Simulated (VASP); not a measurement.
Consider the following.

```xyz
2
Lattice="0.0000 2.7067 2.7067 2.7067 0.0000 2.7067 2.7067 2.7067 0.0000" Properties=species:S:1:pos:R:3 pbc="T T T"
Si     0.0000     0.0000     0.0000
Si     1.3533     1.3533     1.3533
```

The numbers are results of PBE0 hybrid, VASP's PBE PAW potentials (set 64) (plane waves; VASP), not measurements. Run with 520 eV cut-off, 6×6×6 Γ-centred mesh, Gaussian smearing of 0.050 eV, potentials Si.

Task: Estimate the energy per atom (σ→0), pressure, band gap (on the k-mesh) with the smallest direct gap where there is one.

Result: 
| Item | Value |
|---|---|
| band gap (on the k-mesh) | 1.93 eV |
| smallest direct gap (on the k-mesh) | 4.00 eV |
| energy per atom (σ→0) | -6.775 eV/atom |
| pressure | 1.01 GPa |

The compound is Si in the diamond structure. This cell is one point of a volume scan, at 0.97 of the reference volume. The cell's shape comes from a PBE relaxation.
